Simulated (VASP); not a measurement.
An input for Quantum ESPRESSO's pw.x (written as the equivalent of a VASP run, and not itself run):

```
&CONTROL
  calculation = 'vc-relax'
  pseudo_dir = './pseudo'
  outdir = './out'
  tprnfor = .true.
  tstress = .true.
  nstep = 40
  forc_conv_thr = 0.00078
/
&SYSTEM
  ibrav = 0
  nat = 2
  ntyp = 2
  ecutwfc = 66
  occupations = 'smearing'
  smearing = 'methfessel-paxton'
  degauss = 0.00735
  input_dft = 'pbesol'
/
&ELECTRONS
  conv_thr = 7.3e-08
  electron_maxstep = 100
/
&IONS
/
&CELL
/
ATOMIC_SPECIES
  Hg 200.592 Hg.upf
  S 32.060 S.upf
CELL_PARAMETERS angstrom
     0.0000000    2.9438960    2.9438960
     2.9438960    0.0000000    2.9438960
     2.9438960    2.9438960    0.0000000
ATOMIC_POSITIONS crystal
  Hg   0.0000000  0.0000000  0.0000000
  S    0.2500000  0.2500000  0.2500000
K_POINTS automatic
  11 11 11 0 0 0
```

**Question.** Write the VASP files for the same calculation (PBEsol).

**Answer.** This is not unique; one that fits is 
INCAR:
```
LWAVE = .FALSE.
NELM = 100   # most electronic steps
ENCUT = 500   # plane-wave cut-off (eV)
SYSTEM = HgS
LCHARG = .FALSE.
GGA = PS
EDIFF = 1E-6   # SCF stop (eV)
IBRION = 2   # conjugate gradients
PREC = Accurate
NSW = 40   # most ionic steps
ISIF = 3   # ions, shape and volume
SIGMA = 0.1
EDIFFG = -0.02   # ionic stop
LASPH = .TRUE.
ALGO = Normal
ISMEAR = 1
LMAXMIX = 6
LREAL = .FALSE.   # projection in real space or not
```

**POSCAR**
```
HgS
1
    0.0000000000     2.9438959546     2.9438959546
    2.9438959546     0.0000000000     2.9438959546
    2.9438959546     2.9438959546     0.0000000000
Hg S
1 1
Direct
  0.0000000000   0.0000000000   0.0000000000
  0.2500000000   0.2500000000   0.2500000000
```

File KPOINTS:
```
Automatic
0
G
11 11 11
0 0 0
```

POTCAR, in this order: Hg S (PBE.64 set). Program: vasp_std.

The two are equivalent in intent, not identical: the potentials are each code's own (VASP's PAW set, PseudoDojo norm-conserving files in pw.x), so ENCUT and ecutwfc are chosen apart and not converted; conv_thr bounds pw.x's estimated SCF error, while EDIFF bounds the energy change between steps; forc_conv_thr acts on force components and is met together with etot_conv_thr.

The structure was generated: HgS was put into the zinc blende type (F-43m), which need not be its known phase. It was relaxed first, which changed the volume by +24 %.
